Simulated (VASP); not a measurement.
Consider the following.

```
CELL_PARAMETERS angstrom
      0.00016     4.62066     4.62187
      4.62066     0.00016     4.62187
      2.31041     2.31041     0.00000
ATOMIC_POSITIONS crystal
  Zr 0.00000 0.00000 0.00000
  C  0.25120 0.25120 0.49760
  C  0.25241 0.74759 0.50000
  C  0.74759 0.25241 0.50000
  C  0.74880 0.74880 0.50240
  Hf 0.00000 0.50000 0.00000
  Hf 0.50000 0.00000 0.00000
  Hf 0.50000 0.50000 0.00000
```

Level of theory: PBEsol GGA, VASP's PBE PAW potentials (set 64) (plane waves; VASP). Numerical set-up: 520 eV cut-off, Gaussian smearing of 0.050 eV, potentials Zr_sv C Hf_pv.

Problem. Give the energies of bands 20 to 33 at the high-symmetry points, in eV from the Fermi level.

Solution. 
```csv
band,Γ,Y,C0,Z,A0,T,S,R
20,-3.11,-3.65,-3.82,-3.08,-3.00,-3.11,-3.07,-4.21
21,-3.10,-3.55,-3.63,-2.88,-2.97,-3.10,-2.98,-3.97
22,-3.07,-2.72,-2.68,-2.76,-2.95,-3.07,-2.73,-2.75
23,-3.07,-2.67,-2.44,-2.75,-2.91,-3.07,-2.57,-2.71
24,-2.44,-2.57,-2.37,-2.72,-2.77,-2.44,-1.89,-2.65
25,-1.94,-2.41,-1.98,-2.70,-2.74,-2.44,-1.86,-2.50
26,-0.03,-0.72,-1.71,-2.57,-2.07,-1.94,-1.85,-1.90
27,-0.03,-0.61,-1.71,-2.55,-2.02,-1.94,-1.83,-1.88
28,1.00,-0.46,-1.04,-2.52,-0.62,-0.10,-1.82,-1.85
29,1.00,-0.46,-1.02,-2.42,-0.61,-0.03,-1.81,-1.82
30,1.00,-0.39,0.65,3.28,0.27,-0.03,1.62,1.58
31,1.25,-0.39,0.73,3.51,0.35,0.04,1.76,1.67
32,1.25,3.45,2.62,3.68,4.35,5.02,2.80,1.74
33,1.25,3.75,3.48,3.70,4.55,5.08,2.87,1.77
```

It has no gap at this level: it comes out as a metal or semimetal.

The structure was generated: Hf3ZrC4 was put into an ordered model structure (Cmmm), which need not be its known phase. It was relaxed first.
